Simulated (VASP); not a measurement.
The system is Al4B3P.

```
CELL_PARAMETERS angstrom
-3.11104 3.11104 3.11104
3.11104 -3.11104 3.11104
3.11104 3.11104 -3.11104
ATOMIC_POSITIONS crystal
Al 0.50000 0.50000 0.50000
Al 0.00000 0.00000 0.50000
Al 0.00000 0.50000 0.00000
Al 0.50000 0.00000 0.00000
B 0.00000 0.50000 0.50000
B 0.50000 0.00000 0.50000
B 0.50000 0.50000 0.00000
P 0.00000 0.00000 0.00000
```

The cell was built by a generator and needn't be a form met in nature.

```yaml
Program: VASP 6.6.1
Task: relaxation of cell and atoms
Functional: PBE
Potentials_or_basis: VASP PAW PBE potentials, release 64 (Al, B, P)
Cutoff: 520 eV
k_mesh: 3 × 3 × 3
Occupations: gaussian, width 0.15 eV
Spin: no spin polarisation
```

At the start: pressure -14.6 GPa; volume 15.06 Å³/atom.

Q: Where does the relaxation end?

A: Over 3 steps the energy falls by 159.7 meV/atom and the volume is 12.13 Å³/atom (-19.4 %); space group Im-3m (No. 229, to 0.05 Å).

Step by step:
| step | energy change (eV) | largest force (eV/Å) | pressure (GPa) | volume (Å³) |
| --- | --- | --- | --- | --- |
| 1 | 0.0000 | 0.0000 | -14.59 | 120.44 |
| 2 | -1.2739 | 0.0000 | -1.16 | 98.09 |
| 3 | -1.2780 | 0.0000 | -0.07 | 97.04 |

Final structure:
```
CELL_PARAMETERS angstrom
-2.89489 2.89489 2.89489
2.89489 -2.89489 2.89489
2.89489 2.89489 -2.89489
ATOMIC_POSITIONS crystal
Al 0.50000 0.50000 0.50000
Al 0.00000 0.00000 0.50000
Al 0.00000 0.50000 0.00000
Al 0.50000 0.00000 0.00000
B 0.00000 0.50000 0.50000
B 0.50000 0.00000 0.50000
B 0.50000 0.50000 0.00000
P 0.00000 0.00000 0.00000
```

Caveat: the k mesh is coarse (spacing up to 0.48 Å⁻¹), so the values aren't converged; the volume moved by over 15 % at a fixed basis, so the end points are rough.
